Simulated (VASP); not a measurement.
Data:

```
CELL_PARAMETERS angstrom
      0.00000     2.05045     2.05045
      2.05045     0.00000     2.05045
      2.05045     2.05045     0.00000
ATOMIC_POSITIONS crystal
  Ag 0.00000 0.00000 0.00000
```

Level of theory: r2SCAN meta-GGA, VASP's PBE PAW potentials (set 64) (plane waves; VASP). Numerical set-up: 400 eV cut-off, 14×14×14 Γ-centred mesh, first-order Methfessel-Paxton smearing of 0.10 eV, potentials Ag.

Predict the energy per atom (σ→0), band gap (on the k-mesh) with the smallest direct gap where there is one.

```json
{
 "band gap (on the k-mesh)": "none (metal, semimetal or under 0.01 eV)",
 "energy per atom (σ→0)": "-21.357 eV/atom"
}
```

Total energies compare only between runs with the same potentials, cut-off and functional.

The structure comes from a computed database's Ag entry (Fm-3m); how it stands against other phases isn't given here. It was relaxed first. The start is the result of an earlier pass.
